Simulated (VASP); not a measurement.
```
CELL_PARAMETERS angstrom
      0.00000     2.16711     2.16711
      2.16711     0.00000     2.16711
      2.16711     2.16711     0.00000
ATOMIC_POSITIONS crystal
  Ti 0.00000 0.00000 0.00000
  C  0.50000 0.50000 0.50000
```

All values below come from PBE GGA, VASP's PBE PAW potentials (set 64) (plane waves; VASP). Run with 600 eV cut-off, 14×14×14 Γ-centred mesh, first-order Methfessel-Paxton smearing of 0.10 eV, potentials Ti_sv C.

Energy and stress use the plane-wave basis of the starting cell.

Q: The ions, cell shape and volume at an external pressure of 30.0 GPa are relaxed. What does this cell relax into?

A: 
```
CELL_PARAMETERS angstrom
      0.00000     2.09645     2.09645
      2.09645     0.00000     2.09645
      2.09645     2.09645     0.00000
ATOMIC_POSITIONS crystal
  Ti 0.00000 0.00000 0.00000
  C  0.50000 0.50000 0.50000
```
Space group Fm-3m (225), at a tolerance of 0.03 Å.

Q: How do energy and volume change from the first to the last step?

A: The energy (σ→0) changes by +82.7 meV/atom and the volume by -9.5 %, in 7 ionic steps.

The compound is TiC in the rock salt structure. This run relaxes it under an external pressure of 30 GPa. Symmetry was kept, so distortions that lower it aren't found.
